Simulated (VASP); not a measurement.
An input for Ansatz (written as the equivalent of a VASP run, and not itself run):

Ansatz 0.2 input:
```yaml
crystal:
  lattice:
    - [-2.8294040, 2.8294040, 5.5579370]
    - [2.8294040, -2.8294040, 5.5579370]
    - [2.8294040, 2.8294040, -5.5579370]
  atoms:
    - { symbol: Ga, position: [0.5000000, 0.5000000, 0.0000000] }
    - { symbol: Ga, position: [0.2500000, 0.7500000, 0.5000000] }
    - { symbol: Cu, position: [0.0000000, 0.0000000, 0.0000000] }
    - { symbol: Cu, position: [0.7500000, 0.2500000, 0.5000000] }
    - { symbol: Se, position: [0.8750000, 0.8750000, 0.5000000] }
    - { symbol: Se, position: [0.1250000, 0.6250000, 0.0000000] }
    - { symbol: Se, position: [0.3750000, 0.3750000, 0.5000000] }
    - { symbol: Se, position: [0.6250000, 0.1250000, 0.0000000] }
kpoints:
  mp_grid: { grid: [3, 3, 3] }
hamiltonian:
  xc: pbe
  pseudopotentials: { kind: paw }
magnetization: { noncollinear: true, spin_orbit: true }
scf:
  occupations: { method: fermi_dirac, width: 0.05 }
  max_iter: 100
output: { forces: true, stress: true, eigenvalues: true }
```

Q: Translate this input to VASP (INCAR, KPOINTS, POSCAR, choice of POTCAR).

A: This is not unique; one that fits is 
File KPOINTS:
```
Automatic mesh
0
Gamma
3 3 3
0 0 0
```

**INCAR**
```
SYSTEM = CuGaSe2
PREC = Accurate
ENCUT = 300
EDIFF = 1E-6
NELM = 100
ALGO = Normal
LREAL = .FALSE.
LASPH = .TRUE.
ISMEAR = -1
SIGMA = 0.05
GGA = PE
LMAXMIX = 4
LWAVE = .FALSE.
LCHARG = .FALSE.
ISIF = 2
LSORBIT = .TRUE.
LNONCOLLINEAR = .TRUE.
MAGMOM = 0.0 0.0 0.0 0.0 0.0 0.0 0.0 0.0 0.0 0.0 0.0 0.0 0.0 0.0 0.0 0.0 0.0 0.0 0.0 0.0 0.0 0.0 0.0 0.0
GGA_COMPAT = .FALSE.
LORBIT = 11
```

### POSCAR
```
CuGaSe2
1.0
 -2.8294040000   2.8294040000   5.5579370000
  2.8294040000  -2.8294040000   5.5579370000
  2.8294040000   2.8294040000  -5.5579370000
Ga Cu Se
2 2 4
Direct
  0.5000000000   0.5000000000   0.0000000000
  0.2500000000   0.7500000000   0.5000000000
  0.0000000000   0.0000000000   0.0000000000
  0.7500000000   0.2500000000   0.5000000000
  0.8750000000   0.8750000000   0.5000000000
  0.1250000000   0.6250000000   0.0000000000
  0.3750000000   0.3750000000   0.5000000000
  0.6250000000   0.1250000000   0.0000000000
```

POTCAR, in this order: Ga_d Cu Se (PBE.64 set). Program: vasp_ncl.

The two are equivalent in intent, not identical: each code has its own PAW files, so the cut-off isn't converted (ENCUT is set for VASP's; basis.ecutwfc is left out, and Ansatz then takes the one that its files recommend); Ansatz stops its SCF on the density residual and VASP on the energy change (EDIFF).

The structure is a typed CuGaSe2 crystal. The cell was not relaxed at this level. The k-mesh is coarse (spacing up to 0.52 per Å, 2π included), so the numbers may not be converged in it. The run is one of a series of settings (GGA_COMPAT = .FALSE., LNONCOLLINEAR = .TRUE., LSORBIT = .TRUE., MAGMOM = 0.0 0.0 0.0 0.0 0.0 0.0 0.0 0.0 0.0 0.0 0.0 0.0 0.0 0.0 0.0 0.0 0.0 0.0 0.0 0.0 0.0 0.0 0.0 0.0, program vasp_ncl against the base run), some of them coarse on purpose.
